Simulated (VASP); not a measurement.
Calculation: optB88-vdW, VASP's PBE PAW potentials (set 64) (plane waves; VASP).

The input files of a VASP run:

File POSCAR:
```
Al
1
    0.0000000000     2.0647159654     2.0647159654
    2.0647159654     0.0000000000     2.0647159654
    2.0647159654     2.0647159654     0.0000000000
Al
1
Direct
  0.0000000000   0.0000000000   0.0000000000
```

File KPOINTS:
```
Automatic mesh
0
Gamma
15 15 15
0 0 0
```

### INCAR
```
SYSTEM = Al
PREC = Accurate; ENCUT = 520; LREAL = .FALSE.
LASPH = .TRUE.
EDIFF = 1E-7; NELM = 100; ALGO = Normal
ISMEAR = 1; SIGMA = 0.1
GGA = BO; LUSE_VDW = .TRUE.; AGGAC = 0.0
PARAM1 = 0.1833333333; PARAM2 = 0.22
ISIF = 2
LWAVE = .FALSE.; LCHARG = .FALSE.
```

POTCAR, in this order: Al (PBE.64 set). Program: vasp_std.

What VASP printed:

### OUTCAR
```
 ion  position               nearest neighbor table
   1  0.000  0.000  0.000-
  LATTYP: Found a face centered cubic cell.
 ALAT       =     4.1294319308
 Subroutine PRICEL returns:
 Original cell was already a primitive cell.
 Subroutine GETGRP returns: Found 48 space group operations
The static configuration has the point symmetry O_h .
The dynamic configuration has the point symmetry O_h .
 Subroutine INISYM returns: Found 48 space group operations
 Subroutine IBZKPT returns following result:
 Found    120 irreducible k-points:

 Following reciprocal coordinates:
            Coordinates               Weight
  0.000000  0.000000  0.000000      1.000000
  0.066667  0.000000  0.000000      8.000000
  0.133333  0.000000  0.000000      8.000000
  0.200000  0.000000  0.000000      8.000000
  0.266667  0.000000  0.000000      8.000000
  0.333333  0.000000  0.000000      8.000000
  0.400000  0.000000  0.000000      8.000000
  0.466667  0.000000  0.000000      8.000000
  0.066667  0.066667  0.000000      6.000000
  0.133333  0.066667  0.000000     24.000000
  0.200000  0.066667  0.000000     24.000000
  0.266667  0.066667  0.000000     24.000000
  0.333333  0.066667  0.000000     24.000000
  0.400000  0.066667  0.000000     24.000000
  0.466667  0.066667  0.000000     24.000000
 -0.466667  0.066667  0.000000     24.000000
 -0.400000  0.066667  0.000000     24.000000
 -0.333333  0.066667  0.000000     24.000000
 -0.266667  0.066667  0.000000     24.000000
 -0.200000  0.066667  0.000000     24.000000
 -0.133333  0.066667  0.000000     24.000000
 -0.066667  0.066667  0.000000     12.000000
  0.133333  0.133333  0.000000      6.000000
  0.200000  0.133333  0.000000     24.000000
  0.266667  0.133333  0.000000     24.000000
  0.333333  0.133333  0.000000     24.000000
  0.400000  0.133333  0.000000     24.000000
  0.466667  0.133333  0.000000     24.000000
 -0.466667  0.133333  0.000000     24.000000
 -0.400000  0.133333  0.000000     24.000000
 -0.333333  0.133333  0.000000     24.000000
 -0.266667  0.133333  0.000000     24.000000
 -0.200000  0.133333  0.000000     24.000000
 -0.133333  0.133333  0.000000     12.000000
  0.200000  0.200000  0.000000      6.000000
  0.266667  0.200000  0.000000     24.000000
  0.333333  0.200000  0.000000     24.000000
  0.400000  0.200000  0.000000     24.000000
  0.466667  0.200000  0.000000     24.000000
 -0.466667  0.200000  0.000000     24.000000
   k-points           NKPTS =    120   k-points in BZ     NKDIM =    120   number of bands    NBANDS=      5
   number of dos      NEDOS =    301   number of ions     NIONS =      1
   total plane-waves  NPLWV =  13824
   dimension x,y,z NGX =    24 NGY =   24 NGZ =   24
   dimension x,y,z NGXF=    48 NGYF=   48 NGZF=   48
   ions per type =               1
   PREC   = accura    normal or accurate (medium, high low for compatibility)
   ISTART =      0    job   : 0-new  1-cont  2-samecut
   ICHARG =      2    charge: 1-file 2-atom 10-const
   ISPIN  =      1    spin polarized calculation?
   LNONCOLLINEAR =      F non collinear calculations
   LSORBIT =      F    spin-orbit coupling
   INIWAV =      1    electr: 0-lowe 1-rand  2-diag
   ENCUT  =  520.0 eV  38.22 Ry    6.18 a.u.   5.43  5.43  5.43*2*pi/ulx,y,z
   NELM   =    100;   NELMIN=  2; NELMDL= -5     # of ELM steps
   EDIFF  = 0.1E-06   stopping-criterion for ELM
   LREAL  =      F    real-space projection
   NLSPLINE    = F    spline interpolate recip. space projectors
   LMAXMIX     =    2 max onsite mixed and CHGCAR
   VOSKOWN=      0    Vosko Wilk Nusair interpolation
...
```

### OSZICAR
```
       N       E                     dE             d eps       ncg     rms          rms(c)
DAV:   1    -0.275930708459E+00   -0.27593E+00   -0.80475E+02  1260   0.318E+02
DAV:   2    -0.222553206756E+01   -0.19496E+01   -0.17685E+01  1550   0.290E+01
DAV:   3    -0.224519664757E+01   -0.19665E-01   -0.19697E-01  1605   0.342E+00
DAV:   4    -0.224528154554E+01   -0.84898E-04   -0.84897E-04  1595   0.221E-01
DAV:   5    -0.224528195883E+01   -0.41328E-06   -0.41207E-06  1605   0.132E-02    0.871E-01
DAV:   6    -0.224318411797E+01    0.20978E-02   -0.20096E-03  1455   0.394E-01    0.541E-01
DAV:   7    -0.224226428246E+01    0.91984E-03   -0.61026E-03  1350   0.723E-01    0.865E-02
DAV:   8    -0.224231361849E+01   -0.49336E-04   -0.97745E-05  1740   0.884E-02    0.222E-02
DAV:   9    -0.224231555491E+01   -0.19364E-05   -0.19475E-06  1505   0.146E-02    0.312E-03
DAV:  10    -0.224231532016E+01    0.23475E-06   -0.40092E-08  1470   0.230E-03    0.135E-03
DAV:  11    -0.224231522882E+01    0.91340E-07   -0.13673E-08   765   0.109E-03
   1 F= -.22423152E+01 E0= -.22421365E+01  d E =-.536271E-03
```

File OUTCAR:
```
------------------------ aborting loop because EDIFF is reached ----------------------------------------
  FORCE on cell =-STRESS in cart. coord.  units (eV):
  Direction    XX          YY          ZZ          XY          YZ          ZX
  --------------------------------------------------------------------------------------
  Total       -0.3652375     -0.3652375     -0.3652375      0.0000000     -0.0000000      0.0000000
  in kB      -33.2410680    -33.2410680    -33.2410680      0.0000000     -0.0000000      0.0000000
  external PRESSURE =     -33.2410680 kB  Pullay stress =       0.0000000 kB
  volume of cell :       17.60
      direct lattice vectors                 reciprocal lattice vectors
     0.000000000  2.064715965  2.064715965    -0.242164060  0.242164060  0.242164060
     2.064715965  0.000000000  2.064715965     0.242164060 -0.242164060  0.242164060
     2.064715965  2.064715965  0.000000000     0.242164060  0.242164060 -0.242164060
 POSITION                                       TOTAL-FORCE (eV/Angst)
 -----------------------------------------------------------------------------------
      0.00000      0.00000      0.00000         0.000000      0.000000      0.000000
 -----------------------------------------------------------------------------------
    total drift:                                0.000000     -0.000000     -0.000000
  FREE ENERGIE OF THE ION-ELECTRON SYSTEM (eV)
  ---------------------------------------------------
  free  energy   TOTEN  =        -2.2423152288 eV

  energy  without entropy=       -2.2417789575  energy(sigma->0) =       -2.24213647
```
(Selected blocks of OUTCAR.)

The compound is Al in the fcc structure. This cell is one point of a volume scan, at 1.06 of the reference volume.
